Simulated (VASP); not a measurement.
Input:

```
ZrS2
1.0
    1.84339    -3.19284     0.00000
    1.84339     3.19284     0.00000
    0.00000     0.00000     6.45286
Zr S
1 2
Direct
  0.00000   0.00000   0.00000
  0.33333   0.66667   0.22443
  0.66667   0.33333   0.77557
```

These are PBE GGA, VASP's PBE PAW potentials (set 64) (plane waves; VASP 6.6.1) values and carry that method's errors. Numerical set-up: 520 eV cut-off, Gaussian smearing of 0.050 eV, potentials Zr_sv S.

Without a dispersion term in the relaxation, distances and binding between the weakly bound layers, chains or molecules are unreliable, and so is what depends on them.

**Question.** Give the energies of bands 7 to 15 at the high-symmetry points, in eV from the valence-band maximum.

**Answer.** 
```tsv
band	Γ	M	K	A	L	H
7	-3.94	-4.16	-3.15	-3.40	-4.21	-3.22
8	-2.62	-2.57	-3.15	-2.61	-2.83	-3.22
9	-2.62	-2.35	-3.13	-2.61	-2.40	-2.99
10	-0.25	-2.23	-1.85	-1.28	-2.16	-1.72
11	0.00	-1.39	-1.85	-0.04	-0.90	-1.72
12	0.00	-0.99	-1.42	-0.04	-0.88	-1.64
13	1.68	1.24	2.34	1.67	1.11	2.39
14	1.68	3.35	3.23	1.67	3.34	3.05
15	2.48	3.62	3.23	2.78	3.62	3.05
```

The gap is indirect, 1.11 eV, from the valence maximum at Γ to the conduction minimum at L.

Measured: gap 1.70 eV (computed value off by -0.59 eV), as given by Miłosz Rybak et al., Nanomaterials (2022), arXiv:2210.12074.

The compound is ZrS2 in the 1T layered structure. It was relaxed first, which changed the volume by +13 %.
